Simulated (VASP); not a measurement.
A cell of CoGa (CsCl type) near equilibrium:

```
CoGa
1.0
    2.84179     0.00000     0.00000
    0.00000     2.84179     0.00000
    0.00000     0.00000     2.84179
Ga Co
1 1
Direct
  0.50000   0.50000   0.50000
  0.00000   0.00000   0.00000
```

The numbers are results of r2SCAN meta-GGA, VASP's PBE PAW potentials (set 64) (plane waves; VASP), not measurements.

```tsv
run	ΔE (meV/atom)	σxx	σyy	σzz	largest shear component, with its sign (GPa)	largest force (eV/Å)
as it is	0.0	0.52	0.52	0.52	0.00	0.000
after one change	0.5	-1.21	-1.86	-1.21	0.00	0.000
```
Stress is in GPa, positive when the cell is compressed.

Question: Which change was made?
(A) uniaxial strain of +1.0 % along y
(B) atom 1 (Ga) moved by -0.100 Å along z
(C) isotropic strain of -3.0 %

Answer: A, uniaxial strain of +1.0 % along y

The compound is CoGa in the CsCl type structure. The run is not spin-polarised, so no magnetic state was tried.
